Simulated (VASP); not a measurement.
The system is AlIn3Cl.

```xyz
5
Lattice="4.6081 0.0000 0.0000 0.0000 4.6081 0.0000 0.0000 0.0000 4.6081" Properties=species:S:1:pos:R:3 pbc="T T T"
Al    0.0000    0.0000    0.0000
In    2.3041    0.0000    0.0000
In    0.0000    2.3041    0.0000
In    0.0000    0.0000    2.3041
Cl    2.3041    2.3041    2.3041
```

The cell was built by a generator and needn't be a form met in nature.

The cell isn't the ideal one: species swapped into the SrVO3 type (Pm-3m, No. 221).

```yaml
Program: VASP 6.6.1
Task: relaxation of cell and atoms
Functional: PBE
Potentials_or_basis: VASP PAW PBE potentials, release 64 (Al, In_d, Cl)
Cutoff: 600 eV
k_mesh: 4 × 4 × 4
Occupations: gaussian, width 0.1 eV
Spin: no spin polarisation
```

At the start: pressure 37.4 GPa; volume 19.57 Å³/atom.

Problem. Where does the relaxation end?

Solution. Over 5 steps the energy falls by 905.5 meV/atom and the volume is 31.64 Å³/atom (+61.7 %); space group Pm-3m (No. 221, to 0.05 Å).

The path:
```csv
step,energy change (eV),largest force (eV/Å),pressure (GPa),volume (Å³)
1,0.0000,0.0000,37.38,97.85
2,-4.3820,0.0000,-2.02,177.79
3,-4.5185,0.0000,0.73,154.22
4,-4.5264,0.0000,-0.23,159.64
5,-4.5274,0.0000,0.01,158.20
```

Final structure:
```yaml
crystal:
  lattice:
    - [5.40841, 0.00000, 0.00000]
    - [0.00000, 5.40841, 0.00000]
    - [0.00000, 0.00000, 5.40841]
  atoms:
    - { symbol: Al, position: [0.00000, 0.00000, 0.00000] }
    - { symbol: In, position: [0.50000, 0.00000, 0.00000] }
    - { symbol: In, position: [0.00000, 0.50000, 0.00000] }
    - { symbol: In, position: [0.00000, 0.00000, 0.50000] }
    - { symbol: Cl, position: [0.50000, 0.50000, 0.50000] }
```

Caveat: the volume moved by over 15 % at a fixed basis, so the end points are rough; an odd number of electrons without spin polarisation forces a metal; a magnetic or distorted state may lie lower.
